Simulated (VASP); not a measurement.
The input files of a VASP run:

INCAR:
```
SYSTEM = Ba(MgP)2
PREC = Accurate
ENCUT = 400
EDIFF = 1E-7
NELM = 100
ALGO = Normal
LREAL = .FALSE.
LASPH = .TRUE.
ISMEAR = -5
GGA = PS
LMAXMIX = 4
LWAVE = .FALSE.
LCHARG = .TRUE.
LORBIT = 11
NEDOS = 601
ISIF = 2
LEFG = .TRUE.
```

File KPOINTS:
```
Automatic mesh
0
Gamma
7 7 4
0 0 0
```

POSCAR:
```
Ba(MgP)2
1
    4.3524286781     0.0000000000     0.0000000000
   -2.1762143391     3.7693141941     0.0000000000
    0.0000000000     0.0000000000     7.5225733596
Ba Mg P
1 2 2
Direct
  0.0000000000   0.0000000000   0.0000000000
  0.6666670000   0.3333330000   0.3766144679
  0.3333330000   0.6666670000   0.6233855321
  0.6666670000   0.3333330000   0.7253891351
  0.3333330000   0.6666670000   0.2746108649
```

POTCAR, in this order: Ba_sv Mg P (PBE.64 set). Program: vasp_std.

Question: Write an equivalent input for Ansatz.

Answer: One equivalent input (not run):
Ansatz 0.2 input:
```yaml
crystal:
  lattice:
    - [4.3524287, 0.0000000, 0.0000000]
    - [-2.1762143, 3.7693142, 0.0000000]
    - [0.0000000, 0.0000000, 7.5225734]
  atoms:
    - { symbol: Ba, position: [0.0000000, 0.0000000, 0.0000000] }
    - { symbol: Mg, position: [0.6666670, 0.3333330, 0.3766145] }
    - { symbol: Mg, position: [0.3333330, 0.6666670, 0.6233855] }
    - { symbol: P, position: [0.6666670, 0.3333330, 0.7253891] }
    - { symbol: P, position: [0.3333330, 0.6666670, 0.2746109] }
kpoints:
  mp_grid: { grid: [7, 7, 4] }
hamiltonian:
  xc: pbesol
  pseudopotentials: { kind: paw }
scf:
  occupations: { method: tetrahedron }
  max_iter: 100
output: { forces: true, stress: true, eigenvalues: true }
```
What does not carry over: each code has its own PAW files, so the cut-off isn't converted (ENCUT is set for VASP's; basis.ecutwfc is left out, and Ansatz then takes the one that its files recommend); Ansatz stops its SCF on the density residual and VASP on the energy change (EDIFF); the field gradients of LEFG aren't asked of the other code.

The structure comes from a computed database's BaMg2P2 entry (P-3m1); how it stands against other phases isn't given here. It was relaxed first.
